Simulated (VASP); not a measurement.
# Be18Ga in VASP: a series of runs

One slab, Be18Ga, is run at these levels: PBEsol; tasks: single point.

Everything below comes from runs of VASP 6.6.1. Logs are shortened: lines on timing, memory, paths and dates and some standing lists are left out, and cuts for length are marked.

## Step 1: The structure

The cell holds a slab with vacuum, 19 atoms: a = 4.580 Å, b = 6.870 Å, c = 15.588 Å, α = 90.00°, β = 90.00°, γ = 60.00°.

The cell was built by a generator and needn't be a form met in nature.

## Step 2: Single point, PBEsol

Input file INCAR:

```
ALGO     = Fast           # electronic algorithm
EDIFF    = 1E-6           # SCF threshold, eV
ENCUT    = 520            # plane-wave cutoff, eV
GGA      = PS             # functional
ISIF     = 2              # what is computed and relaxed
ISMEAR   = -1             # smearing method
LASPH    = True           # aspherical terms in the spheres
LCHARG   = False          # write CHGCAR
LREAL    = Auto         
LWAVE    = False          # write WAVECAR
NBANDS   = 40             # bands
NELM     = 100            # most SCF steps
PREC     = Accurate       # precision mode
SIGMA    = 0.05           # smearing width, eV
```

Input file KPOINTS:

```
k-points
0
Gamma
  4 3 1
```

Input file POSCAR:

```
Be18Ga
1.0
    4.5800000000      0.0000000000      0.0000000000
    3.4350000000      5.9495950000      0.0000000000
    0.0000000000      0.0000000000     15.5884300000
Be Ga
18 1
Direct
    0.0000000000      0.0000000000      0.0641500780
    0.5000000000      0.0000000000      0.0641500780
    0.0000000420      0.3333332773      0.0641500780
    0.5000000420      0.3333332773      0.0641500780
   -0.0000000420      0.6666667227      0.0641500780
    0.4999999580      0.6666667227      0.0641500780
   -0.1712994785      0.2256965390      0.1814502166
    0.3349437277      0.2239562525      0.1809928902
   -0.1655857559      0.5584232204      0.1826530959
    0.3303718449      0.5565146871      0.1817392771
   -0.1656805033      0.8872392154      0.1807248709
    0.3317809195      0.8914431991      0.1804764174
   -0.0071683084      0.0018488653      0.2947443713
    0.5016337471      0.0001421946      0.2954280835
    0.0008701036      0.3302468487      0.3002329933
    0.4968059660      0.3340229041      0.3004117156
   -0.0020870266      0.6690295726      0.3012336714
    0.4970616872      0.6671855815      0.2976750064
    0.2870464253      0.9329803121      0.4357802550
```

Potentials or basis: VASP PAW PBE potentials, release 64 (Be, Ga_d).

Command:

```
$ cat potpaw_PBE.64/Be/POTCAR potpaw_PBE.64/Ga_d/POTCAR > POTCAR
$ mpirun -np 1 vasp_std > vasp.out
```

OUTCAR:

```text
EDIFF = 1E-6
   ENCUT = 520
   GGA = PS
   ISIF = 2
   ISMEAR = -1
   LASPH = True
   LREAL = Auto
   NELM = 100
   PREC = Accurate

 ion  position               nearest neighbor table
   1  0.000  0.000  0.064-  12 2.24  11 2.25   7 2.27   5 2.29   3 2.29   6 2.29   4 2.29   2 2.29
                             2 2.29
   2  0.500  0.000  0.064-  12 2.24  11 2.25   8 2.26   6 2.29   4 2.29   3 2.29   5 2.29   1 2.29
                             1 2.29
   3  0.000  0.333  0.064-   8 2.25   7 2.26   9 2.28   1 2.29   2 2.29   4 2.29   4 2.29   6 2.29
                             5 2.29
   4  0.500  0.333  0.064-   8 2.24   7 2.25  10 2.26   2 2.29   1 2.29   3 2.29   3 2.29   5 2.29
                             6 2.29
   5  1.000  0.667  0.064-  11 2.24  10 2.25   9 2.26   1 2.29   2 2.29   6 2.29   6 2.29   4 2.29
                             3 2.29
   6  0.500  0.667  0.064-  12 2.25  10 2.26   9 2.27   2 2.29   1 2.29   5 2.29   5 2.29   3 2.29
                             4 2.29
   7  0.829  0.226  0.181-  13 2.21   4 2.25   3 2.26  15 2.27   8 2.27   1 2.27  16 2.27  10 2.28
                             9 2.30  12 2.30  11 2.31   8 2.31
   8  0.335  0.224  0.181-  14 2.23   4 2.24   3 2.25   2 2.26   7 2.27  16 2.27  10 2.27  15 2.28
                            12 2.29   9 2.30  11 2.30   7 2.31
   9  0.834  0.558  0.183-  18 2.24  11 2.26   5 2.26  17 2.26  10 2.27   6 2.27  15 2.28   3 2.28
                            12 2.30   8 2.30   7 2.30  10 2.32
  10  0.330  0.557  0.182-  18 2.24   5 2.25   4 2.26   6 2.26   9 2.27  11 2.27   8 2.27  16 2.27
                             7 2.28  17 2.28  12 2.30   9 2.32
  11  0.834  0.887  0.181-  13 2.21  14 2.22   5 2.24   2 2.25   1 2.25   9 2.26  10 2.27  17 2.28
                            12 2.29  12 2.29   8 2.30   7 2.31
  12  0.332  0.891  0.180-  14 2.23  13 2.23   2 2.24   1 2.24   6 2.25  18 2.26  11 2.29   8 2.29
                            11 2.29   9 2.30   7 2.30  10 2.30
  13  0.993  0.002  0.295-  11 2.21   7 2.21  12 2.23  14 2.26  15 2.28  17 2.28  16 2.28  18 2.30
                            14 2.32  19 2.50
  14  0.502  0.000  0.295-  11 2.22  12 2.23   8 2.23  13 2.26  17 2.28  15 2.28  16 2.28  18 2.30
                            13 2.32  19 2.53
  15  0.001  0.330  0.300-   7 2.27  13 2.28   9 2.28  14 2.28   8 2.28  16 2.28  16 2.30  18 2.31
                            17 2.32
  16  0.497  0.334  0.300-   8 2.27   7 2.27  10 2.27  13 2.28  14 2.28  15 2.28  18 2.29  17 2.29
                            15 2.30
  17  0.998  0.669  0.301-   9 2.26  14 2.28  13 2.28  18 2.28  10 2.28  11 2.28  16 2.29  18 2.30
                            15 2.32
  18  0.497  0.667  0.298-   9 2.24  10 2.24  12 2.26  17 2.28  16 2.29  14 2.30  17 2.30  13 2.30
                            15 2.31
  19  0.287  0.933  0.436-  13 2.50  14 2.53

  LATTYP: Found a simple monoclinic cell.
 ALAT       =     4.5800000000
 B/A-ratio  =     3.4035873362
 C/A-ratio  =     1.3228757576
 COS(beta)  =    -0.1889822219

  Lattice vectors:

 A1 = (   4.5800000000,   0.0000000000,   0.0000000000)
 A2 = (   0.0000000000,   0.0000000000, -15.5884300000)
 A3 = (  -1.1450000000,   5.9495950000,   0.0000000000)

Analysis of symmetry for initial positions (statically):
=====================================================================
 Subroutine PRICEL returns:
 Original cell was already a primitive cell.

 Routine SETGRP: Setting up the symmetry group for a
 simple monoclinic supercell.

 Subroutine GETGRP returns: Found  1 space group operations
 (whereof  1 operations were pure point group operations)
 out of a pool of  4 trial point group operations.

The static configuration has the point symmetry C_1 .

Analysis of symmetry for dynamics (positions and initial velocities):
=====================================================================
 Subroutine PRICEL returns:
 Original cell was already a primitive cell.

 Routine SETGRP: Setting up the symmetry group for a
 simple monoclinic supercell.

[... 44 lines left out ...]
   ISMEAR =    -1;   SIGMA  =   0.05  broadening in eV -4-tet -1-fermi 0-gaus
   EFERMI_NEDOS =   21; number of points for ismear=-14 and -15
   IALGO  =     68    algorithm
   IMIX   =      4    mixing-type and parameters
     AMIX     =   0.40;   BMIX     =  1.00
     AMIX_MAG =   1.60;   BMIX_MAG =  1.00
  volume/ion in A,a.u.               =      22.36       150.87
  Fermi-wavevector in a.u.,A,eV,Ry     =   0.796933  1.505985  8.641089  0.635102
  Thomas-Fermi vector in A             =   1.903552
   LORBIT       =      0    0 simple, 1 ext, 2 COOP (PROOUT), +10 PAW based schemes
   GGA     = PS    functional components
   LHFCALC =     F    Hartree Fock is set to
   AEXX    =    0.0000 exact exchange contribution
   IVDW    =     0    specifies the selected vdW correction
   LEPSILON=     F    determine dielectric tensor
   LRPA    =     F    only Hartree local field effects (RPA)
 non-spin polarized calculation
 RMM-DIIS sequential band-by-band and
  energy-cutoff  :      520.00
  volume of cell :      424.77
 maximum number of plane-waves:     11487
 NGX is ok and might be reduce to    36
   NGX = 17   NGY = 25   NGZ = 57

 number of electron      49.0000007 magnetization

 Free energy of the ion-electron system (eV)
  ---------------------------------------------------
  ext. energy  EPLUGINS =         0.00000000
  ---------------------------------------------------
  free energy    TOTEN  =       -68.55801675 eV

  energy without entropy =      -68.52022330  energy(sigma->0) =      -68.53912003

 E-fermi :  -0.6200     XC(G=0):  -5.5472

 val. band max:       -0.6329905423   @ k =   0.2500   0.0000   0.0000
 cond. band min:      -0.6014389890   @ k =   0.5000   0.0000   0.0000
 fundamental gap:      0.0315515533
 Fermi energy:        -0.6200473839

 k-point     1 :       0.0000    0.0000    0.0000
  band No.  band energies     occupation
      1     -15.0646      2.00000
      2     -15.0606      2.00000
      3     -15.0272      2.00000
      4     -15.0179      2.00000
      5     -15.0078      2.00000
      6     -10.2360      2.00000
[... 28 lines left out ...]
     35       3.4900      0.00000
     36       3.5857      0.00000
[... 202 lines left out ...]
      5     -15.0074      2.00000
      6      -9.1956      2.00000
[... 28 lines left out ...]
     35       3.6375      0.00000
     36       3.8245      0.00000
 [bands above 36 left out]

------------------------ aborting loop because EDIFF is reached ----------------------------------------

  FORCE on cell =-STRESS in cart. coord.  units (eV):
  Direction    XX          YY          ZZ          XY          YZ          ZX
  --------------------------------------------------------------------------------------
  -------------------------------------------------------------------------------------
  Total      -13.4630374    -15.6243560      0.2508549      0.7438727     -0.0193084      0.0157061
  in kB      -50.7806640    -58.9328509      0.9461891      2.8057821     -0.0728286      0.0592413
  external PRESSURE =     -36.2557753 kB  Pullay stress =       0.0000000 kB

 VOLUME and BASIS-vectors are now :
 -----------------------------------------------------------------------------
  energy-cutoff  :      520.00
  volume of cell :      424.77
      direct lattice vectors                 reciprocal lattice vectors
     4.580000000  0.000000000  0.000000000     0.218340611 -0.126059001  0.000000000
     3.435000000  5.949595000  0.000000000     0.000000000  0.168078668  0.000000000
     0.000000000  0.000000000 15.588430000     0.000000000  0.000000000  0.064150142

 POSITION                                       TOTAL-FORCE (eV/Angst)
 -----------------------------------------------------------------------------------
      0.00000      0.00000      1.00000        -0.137409      0.056874     -0.027528
      2.29000      0.00000      1.00000         0.135084     -0.053021     -0.046174
      1.14500      1.98320      1.00000        -0.012956      0.069825     -0.016420
      3.43500      1.98320      1.00000         0.017517     -0.044125      0.041711
      6.87000      3.96640      1.00000        -0.053107      0.016887      0.028861
      4.58000      3.96640      1.00000         0.044477     -0.044095     -0.052873
[... 11 lines left out ...]
      4.56832      3.96948      4.64029         0.006742      0.000046      0.009831
      4.51946      5.55085      6.79313        -0.000514     -0.001984      0.001898
 -----------------------------------------------------------------------------------
    total drift:                                0.000506     -0.000256      0.001932

  FREE ENERGIE OF THE ION-ELECTRON SYSTEM (eV)
  ---------------------------------------------------
  free  energy   TOTEN  =       -68.5580167503 eV

  energy  without entropy=      -68.5202233000  energy(sigma->0) =      -68.53912003
```

Wall time 2.5 min (1 thread of Intel Xeon 6975P-C (Granite Rapids), shared host); peak memory 0.52 GiB.

What came out:

```
Free energy            : -68.5580 eV
Largest force          : 0.152 eV/Å
Band gap on the k mesh : none (metal or under the smearing width)
```

Forces in eV/Å, atoms in the order of the input:
```
Be  -0.137  0.057 -0.028
Be   0.135 -0.053 -0.046
Be  -0.013  0.070 -0.016
Be   0.018 -0.044  0.042
Be  -0.053  0.017  0.029
Be   0.044 -0.044 -0.053
Be   0.001  0.002  0.003
Be  -0.004 -0.002  0.000
Be   0.001 -0.003  0.000
Be   0.001  0.002  0.000
Be   0.001  0.001  0.002
Be   0.003  0.003  0.001
Be  -0.009  0.000  0.013
Be  -0.001  0.005  0.006
Be  -0.001 -0.002  0.012
Be   0.006 -0.002  0.012
Be   0.001 -0.004  0.011
Be   0.007  0.000  0.010
Ga  -0.001 -0.002  0.002
```

Caveat: the k mesh is coarse (spacing up to 0.40 Å⁻¹), so the values aren't converged; the PAW data sets were made with another functional, which shifts forces and pressure a little.

[end of part 1 of 2]
